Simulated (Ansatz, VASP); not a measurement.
**Nb2Br: VASP beside Ansatz**

Wanted: the spread between two codes on one cell, functional and k mesh. The cell is invented: other elements were put on sites of a known structure type. It may not be a known or stable phase. The cell is taken from a series of VASP runs on this material, whose earlier steps may have relaxed, scaled or displaced it; both programs get it as it stands.

Main program and level: Ansatz 0.2.0; plane waves, with VASP 6.6.1 beside it; single point at PBE.

### Step 1. Starting point

Symmetry: I4/mmm, No. 139, tetragonal system. The conventional cell has a = 3.227 Å, b = 3.227 Å, c = 11.945 Å, α = 90.00°, β = 90.00°, γ = 90.00°. Nb has 4 Nb at 2.76 Å and 4 Br at 3.18 Å nearest. Br has 8 Nb at 3.18 Å and 4 Br at 3.23 Å nearest. Farther neighbours and most contacts between anions are not listed.

### Step 2. Ansatz: single point, PBE

Ansatz runs on its default PAW (the set named soft_2) files.

A single point gives forces, pressure and levels at one fixed geometry, so differences don't come from the geometry; what else differs is listed under the comparison.

File input.yaml:

```yaml
crystal:
  lattice:
    - [-1.6133189307, 1.6133189307, 5.9723375327]
    - [1.6133189307, -1.6133189307, 5.9723375327]
    - [1.6133189307, 1.6133189307, -5.9723375327]
  atoms:
    - { symbol: Nb, position: [0.6850076727, 0.6850076727, 0.0] }
    - { symbol: Nb, position: [0.3149923273, 0.3149923273, 0.0] }
    - { symbol: Br, position: [0.0, 0.0, 0.0] }
hamiltonian:
  xc: pbe
  pseudopotentials: { kind: paw }
kpoints:
  mp_grid: { grid: [8, 8, 8] }
scf:
  occupations: { method: fermi_dirac, width: 0.05 }
  n_extra_bands: 4
output:
  forces: true
  stress: true
  eigenvalues: true
```

The run is started by

```console
ansatz run input.yaml --threads 2 --pin off --max-ram 4608MiB --backend cpu --events-out ev --progress --plain --runs-dir out
```

Numbers of over 12 decimals in the logs are rounded to 6 here.

What it wrote:

```text
basis.fft_grid_basis auto: the FFT boxes are laid along the combinations [[1, 0, 1], [0, 1, 1], [0, 0, 1]] of the cell's own vectors, 3.227, 3.227 and 6.393 Å long. The dense box has 24×24×45 points. Along the cell's own vectors, as sized, it would have 45×45×45, 3.52 times as many. Of the 16 symmetry operations that the crystal satisfies within crystal.symmetry.tolerance (time reversal apart; of a slab, those that k [...]
scf.n_extra_bands = 4 over 17 filled bands (N_el = 33.0): the run solves 21 bands
Engine: ansatz 0.2.0, x86_64-unknown-linux-gnu
Pseudopotentials: kind: paw
Pseudopotential: Nb, paw, valence charge 13, recommended cutoff 420 eV (normal), Nb.paw.azcp
Pseudopotential: Br, paw, valence charge 7, recommended cutoff 420 eV (normal), Br.paw.azcp
Functional definition: PBE
  parameter kappa = 0.804
  parameter beta = 0.066725
  exchange = pbe_x(kappa = kappa, mu = beta*pi^2/3)
  correlation = pbe_c(beta = beta)
Crystal: 3 atoms, lattice volume = 62.179 Å³
Basis set: ecut = 420 eV, 1215 PW (Γ), FFT grids on a1+a3, a2+a3, a3, exchange–correlation on 48×48×90 points (8 copies of the dense FFT grid, shifted against one another)
Bands: 21, of which v1, the nominal top of the filled ones, is band 17 counted from 1 (16 counted from 0)
Symmetry: 16 space group operations
Space group: I4/mmm (ITA 139), of the structure as read, at distance tolerance 4.0e-5 Å
k-points: 59 of 512
Non-local potential: Nb, projectors of the file, l = 0: 3, l = 1: 2, l = 2: 2, l = 3: 1
Non-local potential: Br, projectors of the file, l = 0: 2, l = 1: 2, l = 2: 2
PAW form: soft (Blöchl's): semilocal exchange-correlation on the pseudo side does not see the compensation charge
PAW one-centre angular grid: Nb, 590 points (default); XC on 64 Gauss nodes
PAW one-centre angular grid: Br, 110 points (default); XC on 64 Gauss nodes
Initial density: superposition of atomic densities (neutral atoms: chi_scale 0, normalization atom), corrected by the library's trained network
Initial wavefunctions: pseudopotential atomic-orbital guess
Functional: x = pbe(κ = 0.804, μ = 0.219515), c = pbe(β = 0.066725)
SCF iter   1: F=—  HF=-11886.568387 eV  |F-HF|=—  |Δ(HF+E_count)|=         —  Δρ=9.57e-3  dr2=3.84e-2  ethr=1.77e-3  ⟨swp⟩=6.0  Hψ=5940  notcnv=0
preconditioner: auto → Kerker (q_TF=auto, 2.455 Å⁻¹)  [metal: Δε(μ)=0.005 eV  Ē_g=6.080 eV  σ=0.050 eV  W_gap=0.03  n_scr=12 (ndim 8)  ℏωp=19.4 eV  f_vac=0.000  D(μ)=3.24/eV (n_scr^D=32)]
SCF iter   2: F=—  HF=-11886.564150 eV  |F-HF|=—  |Δ(HF+E_count)|=   4.24e-3  Δρ=5.59e-3  dr2=1.49e-2  ethr=1.16e-4  ⟨swp⟩=1.4  Hψ=1752  notcnv=0
SCF iter   3: F=—  HF=-11886.562145 eV  |F-HF|=—  |Δ(HF+E_count)|=   2.00e-3  Δρ=6.62e-4  dr2=5.33e-4  ethr=4.52e-5  ⟨swp⟩=2.0  Hψ=1881  notcnv=0
SCF iter   4: F=—  HF=-11886.562064 eV  |F-HF|=—  |Δ(HF+E_count)|=   8.13e-5  Δρ=1.98e-4  dr2=8.13e-5  ethr=1.62e-6  ⟨swp⟩=2.2  Hψ=1706  notcnv=0
SCF iter   5: F=—  HF=-11886.562049 eV  |F-HF|=—  |Δ(HF+E_count)|=   1.51e-5  Δρ=9.27e-5  dr2=8.80e-6  ethr=2.46e-7  ⟨swp⟩=2.5  Hψ=1943  notcnv=0
SCF iter   6: F=—  HF=-11886.562047 eV  |F-HF|=—  |Δ(HF+E_count)|=   1.87e-6  Δρ=2.57e-5  dr2=7.70e-7  ethr=2.67e-8  ⟨swp⟩=2.8  Hψ=2085  notcnv=0
SCF iter   7: F=-11886.562047 eV  HF=-11886.562047 eV  |F-HF|=8.56e-9  |Δ(HF+E_count)|=   1.95e-8  Δρ=6.35e-6  dr2=3.24e-8  ethr=3.03e-10  ⟨swp⟩=6.6  Hψ=5405  notcnv=0
SCF 1 converged in 7 iterations: F = -11886.562047 eV  dr2 = 3.24e-8
  greatest PAW one-centre occupation: 0.998 electrons in one spin orbital (limit 2), on the Nb atom at site 1 (counted from 0), in its partial waves of l = 0
SCF converged after 7 iterations
Free energy (F): -11886.562047 eV
Harris-Foulkes:  -11886.562047 eV  (|F-HF|=8.56e-9)
Internal energy: -11886.533684 eV  (E = F + TS)
E sigma→0 (E₀):  -11886.547865 eV
Entropy (-TS):   -0.028362 eV (-9.454 meV/atom)
Fermi energy:    13.760513 eV
--- Per-component energies (eV) ---
  E_band       = -213.573605
  E_kinetic    = 921.341486
  E_local      = -2134.056753  (includes V_loc(G=0)·N_el)
  E_nonlocal   = 313.917031
  E_hartree    = 720.194762
  E_xc         = -613.676847
  E_vxc        = -527.124224  (∫ρ·V_xc dr)
  E_paw        = -8394.553987  (= ΣΔE_a)
  E_vpaw       = -228.035109  (= ΣTr[D̂ρ^β])
  E_aug_tail   = 0.000020  (compensation charges beyond the density's cutoff)
  E_ewald      = -2699.699397
  E_smearing   = -0.028362  (= −TS)
  E_closure    = 0.000000  (closes the sum)
  Σ components = -11886.562047   (vs F -11886.562047, Δ=0.00e0)
--- Forces (eV/Å), atoms counted from 1 ---
  atom   1  Nb     0.00000000    -0.00000000    -0.10969713
  atom   2  Nb    -0.00000000    -0.00000000     0.10969713
  atom   3  Br    -0.00000000     0.00000000    -0.00000000
  max |Σ_I F_I| component: 1.73e-17 eV/Å
--- Stress (GPa, compression-positive) ---
       -0.256735      -0.000000      -0.000000
       -0.000000      -0.256735      -0.000000
       -0.000000      -0.000000       1.451513
  P = ⅓ Tr σ = 0.3127 GPa (3.127 kbar)
--- Band table (eV; the first three rows and the last of 59) ---
  k-point 0: bands = [... 13 lower, 10.8155, 11.6761, 14.0533, 14.0533, 14.0656, 14.7025, 14.9999, 16.9514]
  k-point 1: bands = [... 13 lower, 10.9155, 12.0720, 13.7940, 13.8385, 14.0310, 14.4566, 15.7795, 16.5861]
  k-point 2: bands = [... 13 lower, 11.8457, 12.3881, 12.7254, 13.3588, 13.6031, 14.9823, 15.4205, 17.0090]
  k-point 58: bands = [... 13 lower, 10.7926, 11.9395, 14.2711, 14.4374, 14.4374, 14.7112, 15.5051, 16.1483]
```

Run time: 1.1 s. Hardware: 2 threads of Intel Xeon 6975P-C (Granite Rapids), shared host; peak memory 0.38 GiB.

In the SCF lines HF is the Harris–Foulkes energy and dr2 the Hartree energy of the density residual, in eV; the loop may stop once dr2 is under the threshold and the program's other checks hold. Hψ counts applications of the Hamiltonian.

The run ends at a pressure of 0.31 GPa, with forces up to 0.11 eV/Å.

### Step 3. VASP: single point, PBE

The same cell, functional, mesh and smearing now go to VASP, with its own data sets and cutoff.

Lines of VASP's logs that name or quote its potential files are left out, and so is its time.

File INCAR:

```
SYSTEM = Nb2Br
PREC = Accurate
ENCUT = 400
EDIFF = 1E-06
NELM = 100
ISMEAR = -1
SIGMA = 0.05
LREAL = .FALSE.
ALGO = Normal
GGA = PE
NBANDS = 22
LORBIT = 11
LWAVE = .FALSE.
LCHARG = .FALSE.
ISIF = 2
```

File POSCAR:

```
Nb2Br
1.0
   -1.6133189307      1.6133189307      5.9723375327
    1.6133189307     -1.6133189307      5.9723375327
    1.6133189307      1.6133189307     -5.9723375327
Nb Br
2 1
Direct
    0.6850076727      0.6850076727      0.0000000000
    0.3149923273      0.3149923273      0.0000000000
    0.0000000000      0.0000000000      0.0000000000
```

File KPOINTS:

```
Automatic mesh
0
Gamma
8 8 8
0 0 0
```

The projector-augmented-wave data sets are Nb_sv and Br (PBE family, release 64).

The run is started by

```console
mpirun -np 1 vasp_std
```

What it wrote:

```text
[banner, memory and clock lines left out]
running    1 mpi-ranks, on    1 nodes
 distrk:  each k-point on    1 cores,    1 groups
 distr:  one band on    1 cores,    1 groups

 POSCAR found type information on POSCAR NbBr
 POSCAR found :  2 types and       3 ions
 LDA part: xc-table for (Slater+PW92), standard interpolation
 POSCAR, INCAR and KPOINTS ok, starting setup
 FFT: planning ... GRIDC
 FFT: planning ... GRID_SOFT
 FFT: planning ... GRID
 WAVECAR not read
 entering main loop
       N       E                     dE             d eps       ncg     rms          rms(c)
DAV:   1     0.296399477055E+03    0.29640E+03   -0.15599E+04  2652   0.121E+03
DAV:   2     0.420366247532E+01   -0.29220E+03   -0.28007E+03  3172   0.472E+02
DAV:   3    -0.213821748765E+02   -0.25586E+02   -0.24573E+02  5064   0.982E+01
DAV:   4    -0.224447019855E+02   -0.10625E+01   -0.10497E+01  3468   0.187E+01
DAV:   5    -0.225256898992E+02   -0.80988E-01   -0.80853E-01  4782   0.502E+00    0.115E+01
DAV:   6    -0.211013399266E+02    0.14243E+01   -0.26078E+00  3650   0.129E+01    0.547E+00
DAV:   7    -0.208720173659E+02    0.22932E+00   -0.12412E+00  3896   0.733E+00    0.229E+00
DAV:   8    -0.208747317265E+02   -0.27144E-02   -0.95377E-02  3792   0.405E+00    0.463E-01
DAV:   9    -0.208746952846E+02    0.36442E-04   -0.13948E-02  3968   0.104E+00    0.180E-01
DAV:  10    -0.208745307273E+02    0.16456E-03   -0.15543E-03  3720   0.497E-01    0.621E-02
DAV:  11    -0.208745349307E+02   -0.42035E-05   -0.25034E-04  3840   0.174E-01    0.169E-02
DAV:  12    -0.208745346814E+02    0.24937E-06   -0.14514E-05  3624   0.328E-02    0.545E-03
DAV:  13    -0.208745351915E+02   -0.51013E-06   -0.20919E-06  2614   0.155E-02
   1 F= -.20874535E+02 E0= -.20860255E+02  d E =-.285600E-01
```

OUTCAR, selected parts (step 3):

```text
ion  position               nearest neighbor table
   1  0.685  0.685  0.000-   2 2.76   2 2.76   2 2.76   2 2.76
   2  0.315  0.315  0.000-   1 2.76   1 2.76   1 2.76   1 2.76
   3  0.000  0.000  0.000-

  LATTYP: Found a body centered tetragonal cell.
 ALAT       =     3.2266378614
 C/A-ratio  =     3.7018951548

 Subroutine GETGRP returns: Found 16 space group operations
 (whereof 16 operations were pure point group operations)

The static configuration has the point symmetry D_4h.

 Found     59 irreducible k-points:

   k-points           NKPTS =     59   k-points in BZ     NKDIM =     59   number of bands    NBANDS=     22

   dimension x,y,z NGX =    42 NGY =   42 NGZ =   42
   dimension x,y,z NGXF=    84 NGYF=   84 NGZF=   84

   ENCUT  =  400.0 eV  29.40 Ry    5.42 a.u.  10.43 10.43 10.43*2*pi/ulx,y,z

   NELECT =      33.0000    total number of electrons

 k-points in reciprocal lattice and weights: Automatic mesh
   0.00000000  0.00000000  0.00000000       0.002
   0.12500000  0.00000000 -0.00000000       0.016
   0.25000000  0.00000000 -0.00000000       0.016
   0.37500000  0.00000000 -0.00000000       0.016
   0.50000000  0.00000000 -0.00000000       0.008
   0.12500000  0.12500000 -0.00000000       0.016
   0.25000000  0.12500000 -0.00000000       0.031
   0.37500000  0.12500000  0.00000000       0.031
   0.50000000  0.12500000 -0.00000000       0.031
[...]
-0.37500000 -0.37500000  0.37500000       0.004
   0.50000000  0.50000000  0.50000000       0.002

 average (electrostatic) potential at core
       1 -79.6891       2 -79.6891       3 -58.4690

 E-fermi :   8.9111

 k-point     1 :       0.0000    0.0000    0.0000
  band No.  band energies     occupation
    ...
     11       4.7860      2.00000
     12       5.6597      2.00000
     13       5.9661      2.00000
     14       5.9661      2.00000
     15       6.8263      2.00000
     16       9.2052      0.00556
     17       9.2052      0.00556
     18       9.2170      0.00440
     19       9.8585      0.00000
     20      10.1449      0.00000
    ...

 k-point     2 :       0.1250    0.0000   -0.0000
  band No.  band energies     occupation
    ...
     11       4.6264      2.00000
     12       5.5476      2.00000
     13       5.8518      2.00000
     14       6.0211      2.00000
     15       7.0442      2.00000
     16       9.1324      0.02365
     17       9.2535      0.00212
     18       9.2583      0.00193
     19       9.5917      0.00000
     20      10.4829      0.00000
    ...

 k-point     3 :       0.2500    0.0000   -0.0000
  band No.  band energies     occupation
    ...
     13       6.1770      2.00000
     14       6.2381      2.00000
     15       7.6862      2.00000
     16       8.8441      1.58455
     17       8.9623      0.52847
     18       9.0689      0.08166
     19       9.5564      0.00000
     20      11.2457      0.00000
     21      11.4911      0.00000
     22      12.3266      0.00000

  Total       -0.3019694     -0.3019694      0.3816001      0.0000000     -0.0000000      0.0000000
  in kB       -7.7808800     -7.7808800      9.8327338      0.0000000     -0.0000000      0.0000000
  external PRESSURE =      -1.9096754 kB  Pullay stress =       0.0000000 kB

  energy-cutoff  :      400.00
  volume of cell :       62.18
      direct lattice vectors                 reciprocal lattice vectors
    -1.613318931  1.613318931  5.972337533     0.000000000  0.309920122  0.083719314
     1.613318931 -1.613318931  5.972337533     0.309920122  0.000000000  0.083719314
     1.613318931  1.613318931 -5.972337533     0.309920122  0.309920122  0.000000000

 POSITION                                       TOTAL-FORCE (eV/Angst)
 -----------------------------------------------------------------------------------
      0.00000      0.00000      8.18219        -0.000000     -0.000000     -0.115166
      0.00000      0.00000      3.76248         0.000000      0.000000      0.115166
      0.00000      0.00000      0.00000         0.000000      0.000000     -0.000000
 -----------------------------------------------------------------------------------
    total drift:                                0.000000      0.000000     -0.000000

  FREE ENERGIE OF THE ION-ELECTRON SYSTEM (eV)
  ---------------------------------------------------
  free  energy   TOTEN  =       -20.8745351915 eV

  energy  without entropy=      -20.8459752402  energy(sigma->0) =      -20.86025522

 total charge
# of ion       s       p       d       tot
------------------------------------------
    1        2.210   5.956   2.552  10.719
    2        2.210   5.956   2.552  10.719
    3        1.634   3.174   0.046   4.855
--------------------------------------------------
tot          6.055  15.087   5.150  26.292

[... 3 further parts left out ...]
```

The run ends at a pressure of -0.19 GPa, with forces up to 0.12 eV/Å.

### Step 4. Comparison

Known differences besides the potentials themselves: the cutoff is 420 eV in Ansatz and 400 eV in VASP; VASP leaves aspherical gradient terms in its spheres out (LASPH is not set), Ansatz keeps them. Total energies have different zeros and are not compared.

The two programs side by side:

```
      quantity  Ansatz   VASP  difference
pressure (GPa)    0.31  -0.19       +0.50
```

Forces (eV/Å; atoms numbered as in POSCAR):

```
atom        Ansatz x, y, z          VASP x, y, z
 Nb1  0.000, 0.000, -0.110  0.000, 0.000, -0.115
 Nb2   0.000, 0.000, 0.110   0.000, 0.000, 0.115
 Br3   0.000, 0.000, 0.000   0.000, 0.000, 0.000
```

The forces differ by 2.6 meV/Å r.m.s., which is 4.8 % of the r.m.s. force of 0.05 eV/Å (both taken over all components).

### Step 5. Summary of results

```
r.m.s. force difference (single point, PBE) : 2.6 meV/Å
difference in pressure (single point, PBE)  : 0.50 GPa
```

What this shows: The difference in pressure is 0.50 GPa (single point, PBE), within the 1 GPa picked in this series as the mark of a large difference. Such differences can come from data sets, numerical settings and the points named under the comparisons, not from the functional's error against experiment.

[Lines on the potential files, build, host, timing and source positions are cut from VASP's logs without a mark.]

[Logs are printed without paths, hosts, clocks, repeated set-up lines and the standing remarks that a program may print on its own settings, such as how far it seeks lower states.]

[Hosts, paths, dates, database ids (printed as entryN), source tags and the programs' standing remarks are cut or masked in the printed files.]
